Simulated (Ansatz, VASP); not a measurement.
# SrBe3: VASP beside Ansatz, part 2 of 3

Aim: how closely do two programs agree when they are given the same cell, functional and k mesh? The cell is generated by rule, not measured, and may not be a known phase. The cell is taken from a series of runs on this material, whose earlier steps may have relaxed, scaled, displaced or heated it; both programs get it as it stands.

VASP 6.6.1 and Ansatz 0.2.0.

So far: Starting point; Ansatz: zone-centre phonons, PBEsol.

## (3) VASP: zone-centre phonons, PBEsol

Level of this step: PBEsol; plane waves and PAW (Be, Sr_sv); invented cell (VASP).

The same cell, functional, mesh and smearing now go to VASP, with its own data sets.

Lines of VASP's logs that name or quote its potential files are left out, and so is its time.

INCAR reads:

```
SYSTEM = SrBe3
PREC = Accurate
ENCUT = 600
EDIFF = 1E-08
NELM = 120
ISMEAR = 1
SIGMA = 0.15
LREAL = .FALSE.
ALGO = Normal
GGA = PS
NBANDS = 24
LORBIT = 11
LWAVE = .FALSE.
LCHARG = .FALSE.
ISIF = 2
IBRION = 8
LASPH = .TRUE.
GGA_COMPAT = .FALSE.
KPAR = 2
```

POSCAR reads:

```
SrBe3
1.0
    0.0000000000      4.4132383189      4.4132383189
    4.4132383189      0.0000000000      4.4132383189
    4.4132383189      4.4132383189      0.0000000000
Be Sr
6 2
Direct
    0.8295929973      0.1704070027      0.1704070027
    0.1704070027      0.8295929973      0.8295929973
    0.8295929973      0.8295929973      0.1704070027
    0.1704070027      0.1704070027      0.8295929973
    0.8295929973      0.1704070027      0.8295929973
    0.1704070027      0.8295929973      0.1704070027
    0.7500000000      0.7500000000      0.7500000000
    0.2500000000      0.2500000000      0.2500000000
```

KPOINTS reads:

```
Automatic mesh
0
Gamma
6 6 6
0 0 0
```

PAW data sets: Be and Sr_sv (PBE family, release 64).

The run is started by

```console
mpirun -np 2 vasp_std
```

The program printed:

```text
[banner, memory and clock lines left out]
running    2 mpi-ranks, on    1 nodes
 distrk:  each k-point on    1 cores,    2 groups
 distr:  one band on    1 cores,    1 groups

 POSCAR found type information on POSCAR BeSr
 POSCAR found :  2 types and       8 ions
|                                                                             |
|               ----> ADVICE to this user running VASP <----                  |
|                                                                             |
|     You enforced a specific xc type in the INCAR file but a different       |
|     [... a line on the potential file left out ...]
|     I HOPE YOU KNOW WHAT YOU ARE DOING!                                     |
|                                                                             |

 LDA part: xc-table for (Slater+PW92), standard interpolation
 POSCAR, INCAR and KPOINTS ok, starting setup
 FFT: planning ... GRIDC
 FFT: planning ... GRID_SOFT
 FFT: planning ... GRID
 WAVECAR not read
 entering main loop
       N       E                     dE             d eps       ncg     rms          rms(c)
DAV:   1     0.150215372019E+03    0.15022E+03   -0.14295E+04   768   0.124E+03
DAV:   2    -0.995490075025E+01   -0.16017E+03   -0.15166E+03   912   0.248E+02
DAV:   3    -0.246355536696E+02   -0.14681E+02   -0.14234E+02  1352   0.657E+01
DAV:   4    -0.254305060538E+02   -0.79495E+00   -0.79391E+00  1152   0.129E+01
DAV:   5    -0.254626725671E+02   -0.32167E-01   -0.32165E-01  1208   0.163E+00    0.254E+01
DAV:   6    -0.215627203658E+02    0.39000E+01   -0.78229E+00   888   0.832E+00    0.184E+01
DAV:   7    -0.215204019284E+02    0.42318E-01   -0.16814E+00   984   0.438E+00    0.924E+00
DAV:   8    -0.215159378600E+02    0.44641E-02   -0.47635E-01  1040   0.257E+00    0.175E+00
DAV:   9    -0.215013883780E+02    0.14549E-01   -0.90995E-02   944   0.109E+00    0.218E-01
DAV:  10    -0.215023784074E+02   -0.99003E-03   -0.14152E-02  1184   0.401E-01    0.362E-01
DAV:  11    -0.215023385669E+02    0.39840E-04   -0.12324E-04  1128   0.524E-02    0.239E-01
DAV:  12    -0.215022484255E+02    0.90141E-04   -0.31025E-04  1128   0.708E-02    0.318E-02
DAV:  13    -0.215022529491E+02   -0.45235E-05   -0.62311E-05  1400   0.314E-02    0.294E-02
DAV:  14    -0.215022516893E+02    0.12598E-05   -0.43138E-06  1056   0.896E-03    0.283E-03
DAV:  15    -0.215022511817E+02    0.50760E-06   -0.14480E-06  1096   0.444E-03    0.405E-03
DAV:  16    -0.215022511715E+02    0.10213E-07   -0.13864E-07   904   0.180E-03    0.153E-03
DAV:  17    -0.215022512043E+02   -0.32771E-07   -0.20282E-08   888   0.619E-04    0.115E-04
DAV:  18    -0.215022511993E+02    0.49542E-08   -0.12389E-09   704   0.188E-04
   1 F= -.21502251E+02 E0= -.21498574E+02  d E =-.110330E-01
 Linear response reoptimize wavefunctions to high precision
DAV:   1    -0.215022511932E+02    0.61232E-08   -0.37338E-10   720   0.108E-04
DAV:   2    -0.215022511934E+02   -0.16507E-09   -0.12182E-10   696   0.567E-05
DAV:   3    -0.215022511933E+02    0.52751E-10   -0.73121E-11   696   0.385E-05
 Linear response DOF=           3
 Linear response progress:
  Degree of freedom:   1/  3
       N       E                     dE             d eps       ncg     rms          rms(c)
RMM:   1    -0.100364391702E-01   -0.10036E-01   -0.39595E-03  3233   0.290E-01
RMM:   2    -0.952930561521E-02    0.50713E-03   -0.75307E-04  2702   0.836E-02    0.137E-01
RMM:   3    -0.931140649016E-02    0.21790E-03   -0.98252E-04  2543   0.758E-02    0.520E-02
RMM:   4    -0.940775703741E-02   -0.96351E-04   -0.23731E-04  2833   0.383E-02    0.346E-02
RMM:   5    -0.942325582994E-02   -0.15499E-04   -0.34914E-05  2896   0.172E-02    0.827E-03
RMM:   6    -0.944581625892E-02   -0.22560E-04   -0.11253E-05  3295   0.805E-03    0.322E-03
RMM:   7    -0.944173576717E-02    0.40805E-05   -0.31649E-06  3323   0.438E-03    0.315E-03
RMM:   8    -0.944133707660E-02    0.39869E-06   -0.89122E-07  3551   0.203E-03    0.994E-04
RMM:   9    -0.944217850329E-02   -0.84143E-06    0.38828E-07  3506   0.110E-03    0.101E-03
RMM:  10    -0.944184497788E-02    0.33353E-06   -0.55391E-07  3448   0.678E-04    0.183E-04
RMM:  11    -0.944212190906E-02   -0.27693E-06    0.21926E-07  3622   0.396E-04    0.207E-04
RMM:  12    -0.944208779310E-02    0.34116E-07   -0.24217E-07  3697   0.246E-04    0.463E-05
RMM:  13    -0.944215482236E-02   -0.67029E-07    0.91876E-08  3744   0.159E-04    0.439E-05
RMM:  14    -0.944212601683E-02    0.28806E-07   -0.92311E-08  3617   0.107E-04    0.135E-05
RMM:  15    -0.944213939120E-02   -0.13374E-07    0.27743E-08  3607   0.756E-05    0.239E-05
RMM:  16    -0.944213920682E-02    0.18438E-09   -0.20946E-08  3705   0.563E-05    0.871E-06
 first order change of Fermi-energy   0.22542E+00
 force on displaced ion       1 direction 1 :  -5.674   0.000   0.000
 Linear response progress:
  Degree of freedom:   2/  3
       N       E                     dE             d eps       ncg     rms          rms(c)
RMM:   1    -0.115837549582E-01   -0.11584E-01   -0.65733E-03  8260   0.333E-01
RMM:   2    -0.105692133563E-01    0.10145E-02   -0.98726E-04  6814   0.994E-02    0.213E-01
RMM:   3    -0.102976209522E-01    0.27159E-03   -0.82087E-04  6058   0.860E-02    0.599E-02
RMM:   4    -0.103865333326E-01   -0.88912E-04   -0.17738E-04  6782   0.363E-02    0.150E-02
RMM:   5    -0.104077965504E-01   -0.21263E-04   -0.34467E-05  7444   0.173E-02    0.756E-03
RMM:   6    -0.104244579897E-01   -0.16661E-04   -0.10650E-05  8159   0.773E-03    0.295E-03
RMM:   7    -0.104198329255E-01    0.46251E-05   -0.33799E-06  8335   0.429E-03    0.180E-03
RMM:   8    -0.104201518652E-01   -0.31894E-06   -0.16392E-06  8383   0.256E-03    0.712E-04
RMM:   9    -0.104209082957E-01   -0.75643E-06   -0.43844E-07  8782   0.140E-03    0.389E-04
RMM:  10    -0.104206103243E-01    0.29797E-06    0.35902E-08  8411   0.807E-04    0.769E-05
RMM:  11    -0.104206817261E-01   -0.71402E-07   -0.19800E-07  8776   0.493E-04    0.129E-04
RMM:  12    -0.104207302378E-01   -0.48512E-07    0.13167E-07  8802   0.330E-04    0.171E-05
RMM:  13    -0.104207373833E-01   -0.71455E-08   -0.98066E-08  8890   0.221E-04    0.612E-05
 first order change of Fermi-energy  -0.29204E-04
 force on displaced ion       1 direction 2 :  -0.006  -4.115  -0.000
 Linear response progress:
  Degree of freedom:   3/  3
       N       E                     dE             d eps       ncg     rms          rms(c)
RMM:   1    -0.307672518045E+00   -0.30767E+00    0.95886E-01  3419   0.437E+00
RMM:   2    -0.307680264258E+00   -0.77462E-05   -0.55930E-02  4517   0.851E-01    0.198E-01
RMM:   3    -0.307852619095E+00   -0.17235E-03   -0.41037E-03  4453   0.258E-01    0.147E-01
RMM:   4    -0.307861186423E+00   -0.85673E-05   -0.63199E-04  5069   0.100E-01    0.791E-02
RMM:   5    -0.308066816657E+00   -0.20563E-03   -0.15629E-04  5329   0.499E-02    0.183E-02
RMM:   6    -0.308168073767E+00   -0.10126E-03   -0.55250E-05  5483   0.233E-02    0.997E-03
RMM:   7    -0.308198214601E+00   -0.30141E-04   -0.17890E-05  5713   0.115E-02    0.530E-03
RMM:   8    -0.308205774217E+00   -0.75596E-05   -0.17004E-05  5360   0.565E-03    0.227E-03
RMM:   9    -0.308205721340E+00    0.52877E-07   -0.18634E-05  5677   0.357E-03    0.480E-04
RMM:  10    -0.308205575082E+00    0.14626E-06   -0.95939E-06  5910   0.230E-03    0.560E-04
RMM:  11    -0.308205471963E+00    0.10312E-06   -0.57218E-06  5981   0.162E-03    0.508E-04
RMM:  12    -0.308206792563E+00   -0.13206E-05    0.16227E-06  5488   0.123E-03    0.895E-04
RMM:  13    -0.308204361883E+00    0.24307E-05    0.17225E-06  5214   0.103E-03    0.170E-04
RMM:  14    -0.308204116827E+00    0.24506E-06    0.15117E-06  5674   0.751E-04    0.160E-04
RMM:  15    -0.308203972541E+00    0.14429E-06    0.14586E-06  5839   0.601E-04    0.124E-04
RMM:  16    -0.308203655876E+00    0.31667E-06    0.12797E-06  5626   0.503E-04    0.119E-04
RMM:  17    -0.308203508128E+00    0.14775E-06    0.78451E-07  5653   0.427E-04    0.105E-04
RMM:  18    -0.308203537741E+00   -0.29612E-07    0.61378E-07  5696   0.371E-04    0.738E-05
RMM:  19    -0.308203548549E+00   -0.10808E-07    0.33672E-07  5710   0.329E-04    0.510E-05
RMM:  20    -0.308203458165E+00    0.90384E-07    0.22306E-07  5614   0.300E-04    0.361E-05
RMM:  21    -0.308203461020E+00   -0.28555E-08    0.96930E-08  5667   0.275E-04    0.243E-05
 first order change of Fermi-energy   0.15960E-03
 force on displaced ion       7 direction 1 :  -4.046   0.000  -0.000
 Linear response finished
```

[end of part 2 of 3]

[Lines on the potential files, build, host, timing and source positions are cut from VASP's logs without a mark.]

[Logs are printed without paths, hosts, clocks, repeated set-up lines and the standing remarks that a program may print on its own settings, such as how far it seeks lower states.]

[Hosts, paths, dates, database ids (printed as entryN), source tags and the programs' standing remarks are cut or masked in the printed files.]
